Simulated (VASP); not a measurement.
These are MS2 meta-GGA, VASP's PBE PAW potentials (set 64) (plane waves; VASP) values and carry that method's errors.

A VASP calculation is set up with these files.

File POSCAR:
```
FePt
1
    2.6662460248     0.0000000000     0.0000000000
    0.0000000000     2.6662460248     0.0000000000
    0.0000000000     0.0000000000     3.6822684716
Fe Pt
1 1
Direct
  0.0000000000   0.0000000000   0.0000000000
  0.5000000000   0.5000000000   0.5000000000
```

KPOINTS:
```
Automatic mesh
0
Gamma
13 13 10
0 0 0
```

### INCAR
```
SYSTEM = FePt
PREC = Accurate; ENCUT = 520; LREAL = F
LASPH = T
EDIFF = 1E-7; NELM = 100; ALGO = Normal
LMAXMIX = 6; LMIXTAU = T
ISMEAR = 1; SIGMA = 0.1
METAGGA = MS2
MAGMOM = 3.1 0.3
ISPIN = 2
IBRION = 2; NSW = 30; ISIF = 4
EDIFFG = -0.01
LWAVE = F; LCHARG = F; LORBIT = 10
```

POTCAR, in this order: Fe Pt (PBE.64 set). Program: vasp_std.

The run wrote:

### OSZICAR
```
       N       E                     dE             d eps       ncg     rms          rms(c)
DAV:   1     0.102815695151E+03    0.10282E+03   -0.88213E+03 10448   0.134E+03
DAV:   2    -0.873525383655E+01   -0.11155E+03   -0.10001E+03 10276   0.266E+02
DAV:   3    -0.125700529571E+02   -0.38348E+01   -0.37013E+01 12741   0.594E+01
DAV:   4    -0.126056548968E+02   -0.35602E-01   -0.35583E-01 11383   0.500E+00
DAV:   5    -0.126064498837E+02   -0.79499E-03   -0.79495E-03 13350   0.834E-01    0.275E+01
DAV:   6    -0.189000843468E+02   -0.62936E+01   -0.90863E+01 11608   0.191E+02    0.525E+01
DAV:   7     0.328012975645E+00    0.19228E+02   -0.22522E+01 12686   0.122E+02    0.100E+01
DAV:   8    -0.575384993258E-01   -0.38555E+00   -0.15145E+00 11504   0.180E+01    0.370E+00
DAV:   9    -0.116341507757E+00   -0.58803E-01   -0.15217E-01 13245   0.681E+00    0.323E+00
DAV:  10    -0.771064363291E-01    0.39235E-01   -0.53751E-02 14511   0.541E+00    0.142E+00
DAV:  11    -0.694043438875E-01    0.77021E-02   -0.12169E-02 14336   0.232E+00    0.620E-01
DAV:  12    -0.683950776031E-01    0.10093E-02   -0.31809E-03 13552   0.137E+00    0.276E-01
DAV:  13    -0.690968819572E-01   -0.70180E-03   -0.56164E-04 14017   0.399E-01    0.147E-01
DAV:  14    -0.693699360695E-01   -0.27305E-03   -0.25643E-04 13247   0.370E-01    0.633E-02
DAV:  15    -0.693728459594E-01   -0.29099E-05   -0.19759E-05 13349   0.892E-02    0.432E-02
DAV:  16    -0.693893242958E-01   -0.16478E-04   -0.68338E-06 13608   0.697E-02    0.252E-02
DAV:  17    -0.694097821859E-01   -0.20458E-04   -0.78610E-06 13868   0.683E-02    0.799E-03
DAV:  18    -0.694165008740E-01   -0.67187E-05   -0.20706E-06 12030   0.303E-02    0.272E-03
DAV:  19    -0.694159542984E-01    0.54658E-06   -0.58488E-08  6178   0.433E-03    0.205E-03
DAV:  20    -0.694179097138E-01   -0.19554E-05   -0.80659E-08  6909   0.739E-03    0.785E-04
DAV:  21    -0.694174776881E-01    0.43203E-06   -0.16372E-08  5406   0.183E-03    0.389E-04
DAV:  22    -0.694175413928E-01   -0.63705E-07   -0.26544E-09  5264   0.658E-04
   1 F= -.69417541E-01 E0= -.69119061E-01  d E =-.694175E-01  mag=     3.2942
       N       E                     dE             d eps       ncg     rms          rms(c)
DAV:   1    -0.706886590331E-01   -0.12712E-02   -0.60622E-02 11249   0.202E+00    0.223E-01
DAV:   2    -0.704117277194E-01    0.27693E-03   -0.35012E-03 13881   0.145E+00    0.293E-01
DAV:   3    -0.698961335611E-01    0.51559E-03   -0.16713E-03 12897   0.112E+00    0.107E-01
DAV:   4    -0.698096305227E-01    0.86503E-04   -0.24748E-04 13974   0.205E-01    0.525E-02
DAV:   5    -0.698408464389E-01   -0.31216E-04   -0.18501E-05 13330   0.757E-02    0.234E-02
DAV:   6    -0.698332682862E-01    0.75782E-05   -0.58510E-06 13013   0.362E-02    0.181E-02
DAV:   7    -0.698485469518E-01   -0.15279E-04   -0.43331E-06 13817   0.491E-02    0.740E-03
DAV:   8    -0.698465977941E-01    0.19492E-05   -0.48099E-07 11251   0.155E-02    0.286E-03
DAV:   9    -0.698461187285E-01    0.47907E-06   -0.32495E-08  6128   0.384E-03    0.114E-03
DAV:  10    -0.698459248456E-01    0.19388E-06   -0.16054E-08  5222   0.305E-03    0.408E-04
DAV:  11    -0.698460024967E-01   -0.77651E-07   -0.31312E-09  5166   0.931E-04
   2 F= -.69846002E-01 E0= -.69647772E-01  d E =-.428461E-03  mag=     3.2798
       N       E                     dE             d eps       ncg     rms          rms(c)
DAV:   1    -0.701351817668E-01   -0.28926E-03   -0.13475E-02 11263   0.951E-01    0.104E-01
DAV:   2    -0.700651271920E-01    0.70055E-04   -0.76298E-04 13884   0.682E-01    0.133E-01
DAV:   3    -0.699529009801E-01    0.11223E-03   -0.36055E-04 12891   0.520E-01    0.511E-02
DAV:   4    -0.699331117632E-01    0.19789E-04   -0.56799E-05 14031   0.997E-02    0.237E-02
DAV:   5    -0.699476738459E-01   -0.14562E-04   -0.41394E-06 13359   0.354E-02    0.103E-02
DAV:   6    -0.699439791485E-01    0.36947E-05   -0.11343E-06 12538   0.157E-02    0.795E-03
DAV:   7    -0.699510387753E-01   -0.70596E-05   -0.87806E-07 13088   0.220E-02    0.328E-03
DAV:   8    -0.699500373992E-01    0.10014E-05   -0.88402E-08  5679   0.737E-03    0.125E-03
DAV:   9    -0.699498323443E-01    0.20505E-06   -0.19974E-08  5173   0.244E-03    0.599E-04
DAV:  10    -0.699497932922E-01    0.39052E-07   -0.64561E-09  5096   0.176E-03
   3 F= -.69949793E-01 E0= -.69805757E-01  d E =-.532252E-03  mag=     3.2739
       N       E                     dE             d eps       ncg     rms          rms(c)
DAV:   1    -0.707229956968E-01   -0.77316E-03   -0.53838E-02 11249   0.190E+00    0.209E-01
DAV:   2    -0.704243332634E-01    0.29866E-03   -0.30425E-03 13908   0.136E+00    0.259E-01
DAV:   3    -0.699969427544E-01    0.42739E-03   -0.14208E-03 12880   0.103E+00    0.103E-01
DAV:   4    -0.699117471122E-01    0.85196E-04   -0.22786E-04 14054   0.199E-01    0.461E-02
DAV:   5    -0.699385637211E-01   -0.26817E-04   -0.16578E-05 13375   0.707E-02    0.192E-02
DAV:   6    -0.699306404076E-01    0.79233E-05   -0.41655E-06 12346   0.297E-02    0.145E-02
DAV:   7    -0.699434283258E-01   -0.12788E-04   -0.29832E-06 13914   0.405E-02    0.596E-03
DAV:   8    -0.699413667041E-01    0.20616E-05   -0.34939E-07 10291   0.139E-02    0.218E-03
DAV:   9    -0.699409793415E-01    0.38736E-06   -0.28008E-08  5384   0.318E-03    0.939E-04
DAV:  10    -0.699408728517E-01    0.10649E-06   -0.10991E-08  5173   0.233E-03    0.369E-04
DAV:  11    -0.699409235981E-01   -0.50746E-07   -0.25364E-09  5138   0.820E-04
   4 F= -.69940924E-01 E0= -.69902751E-01  d E =-.523382E-03  mag=     3.2636
       N       E                     dE             d eps       ncg     rms          rms(c)
DAV:   1    -0.702753862779E-01   -0.33451E-03   -0.19233E-02 11249   0.114E+00    0.123E-01
DAV:   2    -0.701679304655E-01    0.10746E-03   -0.10428E-03 13888   0.799E-01    0.151E-01
DAV:   3    -0.700376247937E-01    0.13031E-03   -0.48744E-04 12912   0.605E-01    0.626E-02
DAV:   4    -0.700028043645E-01    0.34820E-04   -0.86439E-05 14218   0.127E-01    0.270E-02
DAV:   5    -0.699853966773E-01    0.17408E-04   -0.60346E-06 13248   0.418E-02    0.112E-02
DAV:   6    -0.699895448824E-01   -0.41482E-05   -0.13365E-06 12210   0.167E-02    0.871E-03
DAV:   7    -0.699814318425E-01    0.81130E-05   -0.11426E-06 13324   0.249E-02    0.369E-03
DAV:   8    -0.699826207554E-01   -0.11889E-05   -0.13062E-07  6757   0.902E-03    0.137E-03
DAV:   9    -0.699828123411E-01   -0.19159E-06   -0.25844E-08  5222   0.270E-03    0.660E-04
DAV:  10    -0.699828439817E-01   -0.31641E-07   -0.77938E-09  5145   0.186E-03
   5 F= -.69982844E-01 E0= -.69882824E-01  d E =-.565303E-03  mag=     3.2694
```

### OUTCAR
```
------------------------ aborting loop because EDIFF is reached ----------------------------------------
  FORCE on cell =-STRESS in cart. coord.  units (eV):
  Direction    XX          YY          ZZ          XY          YZ          ZX
  --------------------------------------------------------------------------------------
  Total        1.1871130      1.1871130      1.1897151      0.0000000     -0.0000000     -0.0000000
  in kB       72.6585516     72.6585516     72.8178203      0.0000000     -0.0000000     -0.0000000
  external PRESSURE =      72.7116412 kB  Pullay stress =       0.0000000 kB
  volume of cell :       26.18
      direct lattice vectors                 reciprocal lattice vectors
     2.659090445  0.000000000  0.000000000     0.376068442  0.000000000  0.000000000
     0.000000000  2.659090445 -0.000000000     0.000000000  0.376068442  0.000000000
     0.000000000 -0.000000000  3.702113015     0.000000000  0.000000000  0.270116011
 POSITION                                       TOTAL-FORCE (eV/Angst)
 -----------------------------------------------------------------------------------
      0.00000      0.00000      0.00000         0.000000      0.000000      0.000000
      1.32955      1.32955      1.85106         0.000000     -0.000000      0.000000
 -----------------------------------------------------------------------------------
    total drift:                                0.000000      0.000000      0.000000
  FREE ENERGIE OF THE ION-ELECTRON SYSTEM (eV)
  ---------------------------------------------------
  free  energy   TOTEN  =        -0.0699828440 eV

  energy  without entropy=       -0.0696827855  energy(sigma->0) =       -0.06988282

 total charge

# of ion       s       p       d       tot
------------------------------------------
    1        0.448   0.527   6.128   7.104
    2        0.708   0.747   8.098   9.554
--------------------------------------------------
tot          1.156   1.274  14.227  16.657

 magnetization (x)

# of ion       s       p       d       tot
------------------------------------------
    1        0.011  -0.007   2.979   2.982
    2       -0.028  -0.076   0.369   0.266
--------------------------------------------------
tot         -0.017  -0.083   3.348   3.248

 reached required accuracy - stopping structural energy minimisation
```
(Selected blocks of OUTCAR.)

File CONTCAR:
```
FePt
   1.00000000000000
     2.6590904451410950    0.0000000000000000    0.0000000000000000
     0.0000000000000000    2.6590904451410950   -0.0000000000000000
     0.0000000000000000   -0.0000000000000000    3.7021130147022272
  Fe              Pt
     1     1
Direct
     0.0000000000000000    0.0000000000000000    0.0000000000000000
     0.5000000000000000    0.5000000000000000    0.5000000000000000
```

The compound is FePt in the L1_0 structure. This cell is one point of a volume scan, at 0.97 of the reference volume. Symmetry was kept, so distortions that lower it aren't found.
